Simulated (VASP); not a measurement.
Level of theory: PBE0 hybrid, VASP's PBE PAW potentials (set 64) (plane waves; VASP).

Input for VASP

File KPOINTS:
```
Automatic
0
G
5 5 3
0 0 0
```

### POSCAR
```
MgI2
1
    4.1948410000     0.0000000000     0.0000000000
   -2.0974200000     3.6328380000     0.0000000000
    0.0000000000     0.0000000000     7.1043090000
Mg I
1 2
Direct
  0.0000000000   0.0000000000   0.0000000000
  0.3333330000   0.6666670000   0.2340800000
  0.6666670000   0.3333330000   0.7659200000
```

**INCAR**
```
AEXX = 0.25
ALGO = Normal
EDIFF = 1E-05
ENCUT = 300
GGA = PE
HFRCUT = -1
ISIF = 2
ISMEAR = 0
ISYM = 3
LASPH = T
LCHARG = F
LHFCALC = T
LMAXMIX = 4
LREAL = F
LWAVE = F
NELM = 100
PREC = Accurate
PRECFOCK = Fast
SIGMA = 0.01
SYSTEM = MgI2
```

POTCAR, in this order: Mg I (PBE.64 set). Program: vasp_std.

Question: Predict the energy per atom (σ→0), largest force.

Answer: 
```
Quantity                         Value
---------------------  ---------------
energy per atom (σ→0)   -3289 meV/atom
largest force          0.00214 Ha/bohr
```

OSZICAR:
```
...
DAV:   9    -0.987013354148E+01    0.37027E-02   -0.20074E-03   336   0.322E-01    0.160E+00
DAV:  10    -0.986863280814E+01    0.15007E-02   -0.86342E-04   344   0.213E-01    0.907E-01
DAV:  11    -0.986811748142E+01    0.51533E-03   -0.31778E-04   336   0.129E-01    0.502E-01
DAV:  12    -0.986793927313E+01    0.17821E-03   -0.10026E-04   336   0.746E-02    0.276E-01
DAV:  13    -0.986787639624E+01    0.62877E-04   -0.34029E-05   340   0.448E-02    0.153E-01
DAV:  14    -0.986785456194E+01    0.21834E-04   -0.11607E-05   232   0.281E-02    0.870E-02
DAV:  15    -0.986784732313E+01    0.72388E-05   -0.66847E-06   208   0.231E-02
   1 F= -.98678473E+01 E0= -.98678473E+01  d E =-.156598E-19
```

The structure comes from a computed database's MgI2 entry; how it stands against other phases isn't given here. The cell was not relaxed at this level. The run is one of a series of settings (EDIFF = 1E-05 against the base run), some of them coarse on purpose.
